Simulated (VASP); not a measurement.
Computed with HSE06 screened hybrid, VASP's PBE PAW potentials (set 64) (plane waves; VASP).

A VASP calculation is set up with these files.

**INCAR**
```
SYSTEM = Al36N35Si
PREC = Normal; ENCUT = 400; LREAL = Auto
LASPH = .True.; ISYM = 0; NELECT = 286.0
EDIFF = 1E-5; NELM = 50; NELMIN = 4
ALGO = Normal
ISMEAR = 0; SIGMA = 0.05
GGA = PE; LHFCALC = .True.; AEXX = 0.25
HFSCREEN = 0.2; PRECFOCK = Fast
ISIF = 0
LWAVE = .False.; LCHARG = .False.
```

POSCAR:
```
Al36N35Si
1
    4.6932676572    -8.1289780179     0.0000000000
    4.6932676572     8.1289780179     0.0000000000
    0.0000000000     0.0000000000    10.0192026156
Al N Si
36 35 1
Direct
  0.2246356538   0.1118810288   0.2475120441
  0.1096453177   0.2213260710   0.0021986413
  0.2162968360   0.1079335615   0.7535032856
  0.1109694100   0.2219749168   0.5002084730
  0.2245782194   0.4457711947   0.2475011045
  0.1111526768   0.5555370349   0.0026630325
  0.2162543177   0.4413112617   0.7534942833
  0.1120329407   0.5568878288   0.4999647097
  0.2222408746   0.7776498373   0.2494221190
  0.1112855945   0.8887500288   0.0026995252
  0.2223869817   0.7776379773   0.7517673282
  0.1121384764   0.8882750468   0.4999724725
  0.5541060309   0.1117969679   0.2475510930
  0.4400883148   0.2132948301   0.9886074478
  0.5588444077   0.1079184901   0.7536035994
  0.4285236999   0.1893327275   0.5184422864
  0.5554525545   0.4442241008   0.1897879286
  0.4400670196   0.5598885564   0.9886653590
  0.5556898526   0.4444145752   0.7487874121
  0.4286511176   0.5724557310   0.5185539676
  0.5541884559   0.7754300400   0.2475971501
  0.4444131883   0.8887288444   0.0026691154
  0.5589833838   0.7840345363   0.7536211177
  0.4432587589   0.8881858206   0.5000296452
  0.8889776540   0.1111003299   0.2513305467
  0.7786112116   0.2213842301   0.0022892672
  0.8891607487   0.1111041830   0.7509756785
  0.7782706625   0.2218753894   0.5001790817
  0.8879688992   0.4457905540   0.2475741915
  0.7866135972   0.5599555367   0.9886812127
  0.8921166393   0.4413122981   0.7536129344
  0.8111233843   0.5723862100   0.5188667300
  0.8880541902   0.7754577043   0.2475933617
  0.7787185889   0.8905095539   0.0023374895
  0.8922330681   0.7841009102   0.7536619054
  0.7784127531   0.8897456931   0.5001574588
  0.2199995077   0.1080208671   0.4414395973
  0.1117786173   0.2224192470   0.1935822917
  0.2168733282   0.1083093890   0.9409004957
  0.1110407538   0.2219864752   0.6906878352
  0.2201104704   0.4450888020   0.4414636645
  0.1111165381   0.5554885923   0.1930897268
  0.2168487222   0.4415750177   0.9409022665
  0.1115822546   0.5561440279   0.6902342292
  0.2223738398   0.7776657476   0.4416527006
  0.1111922180   0.8887106389   0.1930820028
  0.2223200344   0.7776639453   0.9426425645
  0.1116856142   0.8884325182   0.6902772235
  0.5552708003   0.1077102530   0.4414487368
  0.4395086005   0.2121591615   0.1761333402
  0.5583596939   0.1083254215   0.9409860421
  0.4417413711   0.2162341456   0.7038881785
  0.4395237899   0.5604279801   0.1762021278
  0.5555799025   0.4443579084   0.9459972931
  0.4417349481   0.5586171110   0.7039747180
  0.5553511176   0.7807591154   0.4414567197
  0.4443317313   0.8886705737   0.1930242743
  0.5585102070   0.7831687881   0.9409881140
  0.4438980039   0.8884236020   0.6903647371
  0.8893866079   0.1113708519   0.4421461794
  0.7775060655   0.2224277053   0.1936699335
  0.8890009462   0.1111012444   0.9423480376
  0.7781792462   0.2220379157   0.6907262452
  0.8921095566   0.4450874681   0.4415072499
  0.7876412145   0.5604462008   0.1763562236
  0.8915208581   0.4416477301   0.9409808444
  0.7839903609   0.5586504610   0.7040958532
  0.8923637568   0.7805579051   0.4414874051
  0.7775348399   0.8882878832   0.1936910683
  0.8916671439   0.7832349441   0.9410186108
  0.7782390190   0.8892940528   0.6906885173
  0.5557728387   0.4444167079   0.4167839519
```

KPOINTS:
```
Automatic mesh
0
Gamma
1 1 1
0 0 0
```

POTCAR, in this order: Al N Si (PBE.64 set). Program: vasp_gam. Read from the step before: WAVECAR.

Output

**OUTCAR**
```
 ion  position               nearest neighbor table
   1  0.225  0.112  0.248-  50 1.89  46 1.89  38 1.89  37 1.94  10 3.05   2 3.06  13 3.09  12 3.11
                             4 3.12   9 3.13  14 3.13   5 3.13  25 3.15  33 3.16  17 3.17  16 3.19
   2  0.110  0.221  0.002-  62 1.89  39 1.89  43 1.89  38 1.92   5 3.06   1 3.06   7 3.07   3 3.07
                            25 3.07  27 3.09  34 3.11  26 3.11  10 3.13   6 3.13  14 3.14  18 3.14
   3  0.216  0.108  0.754-  39 1.88  40 1.89  48 1.89  52 1.90  16 2.93  14 2.98  35 3.04   2 3.07
                            10 3.07  27 3.09   4 3.10  12 3.11  11 3.13   7 3.13  19 3.17  15 3.22
   4  0.111  0.222  0.500-  60 1.89  37 1.91  41 1.91  40 1.91  25 3.08  27 3.09   7 3.10   3 3.10
                             1 3.12   5 3.12  36 3.12  28 3.12  12 3.14   8 3.14  16 3.15  20 3.15
   5  0.225  0.446  0.248-  53 1.89  38 1.89  42 1.89  41 1.94   6 3.05   2 3.06  21 3.09   8 3.12
                             4 3.12   9 3.13  18 3.13   1 3.13  25 3.15  29 3.16  17 3.17  20 3.19
   6  0.111  0.556  0.003-  66 1.89  43 1.89  47 1.90  42 1.91   5 3.05  29 3.05   9 3.06  31 3.07
                             7 3.07  18 3.07  30 3.07  11 3.09  10 3.13  22 3.13  26 3.13   2 3.13
   7  0.216  0.441  0.753-  43 1.88  40 1.89  44 1.89  55 1.90  20 2.93  18 2.98  31 3.04   2 3.07
                             6 3.07  27 3.09   4 3.10   8 3.11  11 3.13   3 3.13  19 3.17  23 3.22
   8  0.112  0.557  0.500-  41 1.88  64 1.88  45 1.89  44 1.91  32 2.91  20 2.91   9 3.09  11 3.10
                             7 3.11  31 3.11  24 3.11  12 3.11   5 3.12  29 3.12   4 3.14  28 3.14
   9  0.222  0.778  0.249-  46 1.89  57 1.89  42 1.89  45 1.93  10 3.06   6 3.06  22 3.06  12 3.09
                             8 3.09  24 3.09  13 3.13   1 3.13   5 3.13  21 3.13  29 3.13  33 3.13
  10  0.111  0.889  0.003-  39 1.89  70 1.89  47 1.90  46 1.91   1 3.05  33 3.05   9 3.06  35 3.07
                             3 3.07  14 3.07  30 3.07  11 3.10  22 3.13   6 3.13   2 3.13  34 3.13
  11  0.222  0.778  0.752-  59 1.90  48 1.90  44 1.90  47 1.91  22 3.09   6 3.09  10 3.10   8 3.10
                            24 3.10  12 3.10   7 3.13  31 3.13   3 3.13  15 3.13  35 3.13  23 3.13
  12  0.112  0.888  0.500-  37 1.88  68 1.88  45 1.89  48 1.91  32 2.90  16 2.91   9 3.09  11 3.10
                             3 3.11  35 3.11  24 3.11   8 3.11   1 3.11  33 3.12   4 3.14  36 3.14
  13  0.554  0.112  0.248-  50 1.89  57 1.89  61 1.89  49 1.94  22 3.05  26 3.06   1 3.09  24 3.12
                            28 3.12   9 3.13  14 3.13  29 3.13  25 3.15  21 3.16  17 3.17  16 3.18
  14  0.440  0.213  0.989-  51 1.88  39 1.88  50 1.88  54 1.93  17 2.75   3 2.98  15 2.98  19 3.05
                            10 3.07  22 3.07   1 3.13  13 3.13   2 3.14  26 3.14  30 3.25  18 3.25
  15  0.559  0.108  0.754-  51 1.88  63 1.89  59 1.89  52 1.90  16 2.93  14 2.98  23 3.04  26 3.07
                            22 3.07  27 3.09  28 3.10  24 3.11  31 3.13  11 3.13  19 3.17   3 3.22
  16  0.429  0.189  0.518-  52 1.87  49 1.87  37 1.87  72 2.31  24 2.90  12 2.91  15 2.93   3 2.93
                            19 3.10  28 3.15   4 3.15  13 3.18   1 3.19
  17  0.555  0.444  0.190-  50 1.89  53 1.89  65 1.89  72 2.27  54 2.44  14 2.75  18 2.75  30 2.76
                             1 3.17   5 3.17  29 3.17  13 3.17  21 3.17  33 3.17
  18  0.440  0.560  0.989-  43 1.88  58 1.88  53 1.88  54 1.93  17 2.75   7 2.98  23 2.98  19 3.05
                            22 3.07   6 3.07   5 3.13  21 3.13   2 3.14  34 3.14  30 3.25  14 3.25
  19  0.556  0.444  0.749-  55 1.91  52 1.91  67 1.91  54 1.98  30 3.05  14 3.05  18 3.05  32 3.10
                            20 3.10  16 3.10   7 3.17   3 3.17  23 3.17  31 3.17  15 3.17  35 3.17
  20  0.429  0.572  0.519-  55 1.87  56 1.87  41 1.88  72 2.31  24 2.90   8 2.91  23 2.93   7 2.93
...
```

**OSZICAR**
```
       N       E                     dE             d eps       ncg     rms          rms(c)
DAV:   1    -0.620429148144E+03   -0.62043E+03   -0.17880E+01   440   0.862E+00    0.506E+01
DAV:   2    -0.620679218726E+03   -0.25007E+00   -0.36046E-01   404   0.151E+00    0.342E+01
DAV:   3    -0.620666876999E+03    0.12342E-01   -0.19343E-01   460   0.147E+00    0.211E+01
DAV:   4    -0.620614250254E+03    0.52627E-01   -0.18550E-01   396   0.105E+00    0.126E+01
DAV:   5    -0.620599368955E+03    0.14881E-01   -0.36201E-02   404   0.359E-01    0.745E+00
DAV:   6    -0.620594424670E+03    0.49443E-02   -0.16380E-02   404   0.227E-01    0.436E+00
DAV:   7    -0.620594098392E+03    0.32628E-03   -0.14507E-02   408   0.155E-01    0.256E+00
DAV:   8    -0.620597356640E+03   -0.32582E-02   -0.41790E-02   460   0.200E-01    0.159E+00
DAV:   9    -0.620608829133E+03   -0.11472E-01   -0.13369E-01   456   0.352E-01    0.135E+00
DAV:  10    -0.620635995073E+03   -0.27166E-01   -0.35665E-01   456   0.627E-01    0.173E+00
DAV:  11    -0.620676312272E+03   -0.40317E-01   -0.69881E-01   428   0.101E+00    0.224E+00
DAV:  12    -0.620709196413E+03   -0.32884E-01   -0.10034E+00   412   0.142E+00    0.253E+00
DAV:  13    -0.620729285982E+03   -0.20090E-01   -0.11749E+00   436   0.168E+00    0.264E+00
DAV:  14    -0.620732789269E+03   -0.35033E-02   -0.11594E+00   412   0.165E+00    0.264E+00
DAV:  15    -0.620711266605E+03    0.21523E-01   -0.10552E+00   412   0.159E+00    0.254E+00
DAV:  16    -0.620699498282E+03    0.11768E-01   -0.10485E+00   416   0.161E+00    0.246E+00
DAV:  17    -0.620720816190E+03   -0.21318E-01   -0.11089E+00   424   0.157E+00    0.248E+00
DAV:  18    -0.620742487468E+03   -0.21671E-01   -0.10860E+00   416   0.149E+00    0.252E+00
DAV:  19    -0.620733597367E+03    0.88901E-02   -0.97868E-01   404   0.149E+00    0.244E+00
DAV:  20    -0.620722469696E+03    0.11128E-01   -0.93800E-01   412   0.153E+00    0.236E+00
DAV:  21    -0.620728236329E+03   -0.57666E-02   -0.92197E-01   420   0.147E+00    0.235E+00
DAV:  22    -0.620726168197E+03    0.20681E-02   -0.85467E-01   412   0.137E+00    0.235E+00
DAV:  23    -0.620700901199E+03    0.25267E-01   -0.76783E-01   404   0.135E+00    0.229E+00
DAV:  24    -0.620678447762E+03    0.22453E-01   -0.77143E-01   404   0.140E+00    0.226E+00
DAV:  25    -0.620682554269E+03   -0.41065E-02   -0.86477E-01   404   0.139E+00    0.234E+00
DAV:  26    -0.620701540299E+03   -0.18986E-01   -0.98372E-01   428   0.140E+00    0.248E+00
DAV:  27    -0.620704978248E+03   -0.34379E-02   -0.10181E+00   396   0.144E+00    0.254E+00
DAV:  28    -0.620702057681E+03    0.29206E-02   -0.10735E+00   404   0.158E+00    0.252E+00
DAV:  29    -0.620722546682E+03   -0.20489E-01   -0.11599E+00   408   0.163E+00    0.254E+00
DAV:  30    -0.620746853059E+03   -0.24306E-01   -0.11406E+00   408   0.156E+00    0.256E+00
DAV:  31    -0.620739026004E+03    0.78271E-02   -0.10089E+00   396   0.151E+00    0.248E+00
DAV:  32    -0.620722803465E+03    0.16223E-01   -0.93692E-01   404   0.154E+00    0.237E+00
DAV:  33    -0.620725427523E+03   -0.26241E-02   -0.91589E-01   404   0.148E+00    0.234E+00
DAV:  34    -0.620727217618E+03   -0.17901E-02   -0.86376E-01   420   0.138E+00    0.235E+00
DAV:  35    -0.620705669381E+03    0.21548E-01   -0.77426E-01   404   0.134E+00    0.230E+00
DAV:  36    -0.620680594204E+03    0.25075E-01   -0.76122E-01   404   0.139E+00    0.226E+00
DAV:  37    -0.620680053830E+03    0.54037E-03   -0.84706E-01   404   0.140E+00    0.232E+00
DAV:  38    -0.620698869699E+03   -0.18816E-01   -0.96653E-01   412   0.140E+00    0.246E+00
DAV:  39    -0.620705960066E+03   -0.70904E-02   -0.10162E+00   404   0.143E+00    0.254E+00
DAV:  40    -0.620701468721E+03    0.44913E-02   -0.10587E+00   396   0.155E+00    0.253E+00
DAV:  41    -0.620717230866E+03   -0.15762E-01   -0.11463E+00   404   0.162E+00    0.254E+00
DAV:  42    -0.620744339739E+03   -0.27109E-01   -0.11573E+00   412   0.158E+00    0.256E+00
DAV:  43    -0.620742380797E+03    0.19589E-02   -0.10318E+00   396   0.151E+00    0.250E+00
DAV:  44    -0.620724570155E+03    0.17811E-01   -0.94359E-01   412   0.154E+00    0.238E+00
DAV:  45    -0.620723934188E+03    0.63597E-03   -0.91928E-01   396   0.150E+00    0.233E+00
DAV:  46    -0.620728439687E+03   -0.45055E-02   -0.87813E-01   412   0.140E+00    0.235E+00
DAV:  47    -0.620710723789E+03    0.17716E-01   -0.78584E-01   396   0.134E+00    0.231E+00
DAV:  48    -0.620683856850E+03    0.26867E-01   -0.75698E-01   404   0.139E+00    0.226E+00
DAV:  49    -0.620678115960E+03    0.57409E-02   -0.82553E-01   396   0.140E+00    0.230E+00
DAV:  50    -0.620695468562E+03   -0.17353E-01   -0.94732E-01   412   0.139E+00
   1 F= -.62069547E+03 E0= -.62069547E+03  d E =-.509464E-12
```

### OUTCAR
```
------------------------ aborting loop EDIFF was not reached (unconverged)  ----------------------------
  volume of cell :      764.49
      direct lattice vectors                 reciprocal lattice vectors
     4.693267657 -8.128978018  0.000000000     0.106535582 -0.061508347  0.000000000
     4.693267657  8.128978018  0.000000000     0.106535582  0.061508347  0.000000000
     0.000000000  0.000000000 10.019202616     0.000000000  0.000000000  0.099808342
  FREE ENERGIE OF THE ION-ELECTRON SYSTEM (eV)
  ---------------------------------------------------
  free  energy   TOTEN  =      -620.6954685622 eV

  energy  without entropy=     -620.6954685622  energy(sigma->0) =     -620.69546856

  exchange ACFDT corr.  =         0.00000000  see jH, gK, PRB 81, 115126
```
(Selected blocks of OUTCAR.)

File stdout:
```
...
DAV:  31    -0.620739026004E+03    0.78271E-02   -0.10089E+00   396   0.151E+00    0.248E+00
DAV:  32    -0.620722803465E+03    0.16223E-01   -0.93692E-01   404   0.154E+00    0.237E+00
DAV:  33    -0.620725427523E+03   -0.26241E-02   -0.91589E-01   404   0.148E+00    0.234E+00
DAV:  34    -0.620727217618E+03   -0.17901E-02   -0.86376E-01   420   0.138E+00    0.235E+00
DAV:  35    -0.620705669381E+03    0.21548E-01   -0.77426E-01   404   0.134E+00    0.230E+00
DAV:  36    -0.620680594204E+03    0.25075E-01   -0.76122E-01   404   0.139E+00    0.226E+00
DAV:  37    -0.620680053830E+03    0.54037E-03   -0.84706E-01   404   0.140E+00    0.232E+00
DAV:  38    -0.620698869699E+03   -0.18816E-01   -0.96653E-01   412   0.140E+00    0.246E+00
DAV:  39    -0.620705960066E+03   -0.70904E-02   -0.10162E+00   404   0.143E+00    0.254E+00
DAV:  40    -0.620701468721E+03    0.44913E-02   -0.10587E+00   396   0.155E+00    0.253E+00
DAV:  41    -0.620717230866E+03   -0.15762E-01   -0.11463E+00   404   0.162E+00    0.254E+00
DAV:  42    -0.620744339739E+03   -0.27109E-01   -0.11573E+00   412   0.158E+00    0.256E+00
DAV:  43    -0.620742380797E+03    0.19589E-02   -0.10318E+00   396   0.151E+00    0.250E+00
DAV:  44    -0.620724570155E+03    0.17811E-01   -0.94359E-01   412   0.154E+00    0.238E+00
DAV:  45    -0.620723934188E+03    0.63597E-03   -0.91928E-01   396   0.150E+00    0.233E+00
DAV:  46    -0.620728439687E+03   -0.45055E-02   -0.87813E-01   412   0.140E+00    0.235E+00
DAV:  47    -0.620710723789E+03    0.17716E-01   -0.78584E-01   396   0.134E+00    0.231E+00
DAV:  48    -0.620683856850E+03    0.26867E-01   -0.75698E-01   404   0.139E+00    0.226E+00
DAV:  49    -0.620678115960E+03    0.57409E-02   -0.82553E-01   396   0.140E+00    0.230E+00
DAV:  50    -0.620695468562E+03   -0.17353E-01   -0.94732E-01   412   0.139E+00

 -----------------------------------------------------------------------------
|                                                                             |
|           W    W    AA    RRRRR   N    N  II  N    N   GGGG   !!!           |
|           W    W   A  A   R    R  NN   N  II  NN   N  G    G  !!!           |
|           W    W  A    A  R    R  N N  N  II  N N  N  G       !!!           |
|           W WW W  AAAAAA  RRRRR   N  N N  II  N  N N  G  GGG   !            |
|           WW  WW  A    A  R   R   N   NN  II  N   NN  G    G                |
|           W    W  A    A  R    R  N    N  II  N    N   GGGG   !!!           |
|                                                                             |
|     The electronic self-consistency was not achieved in the given           |
|     number of steps (NELM). The forces and other quantities evaluated       |
|     might not be reliable so examine the results carefully. If you find     |
|     spurious results, we suggest increasing NELM, if you were close to      |
|     convergence or switching to a different ALGO or adjusting the           |
|     density mixing parameters otherwise.                                    |
|                                                                             |
 -----------------------------------------------------------------------------

   1 F= -.62069547E+03 E0= -.62069547E+03  d E =-.509464E-12
```

The run did not converge; its last values are not results.

The cell is charged, with a uniform compensating background. The supercell is sampled at Γ alone, which is coarse: total energies, pressure and levels can be off, energies of defects by several tenths of an eV.

The cell is a supercell with a defect, built from AlN (wurtzite): Si_N, charge +1. The cell's shape comes from a PBE relaxation. The run is not spin-polarised, so no state with unpaired spins was tried.
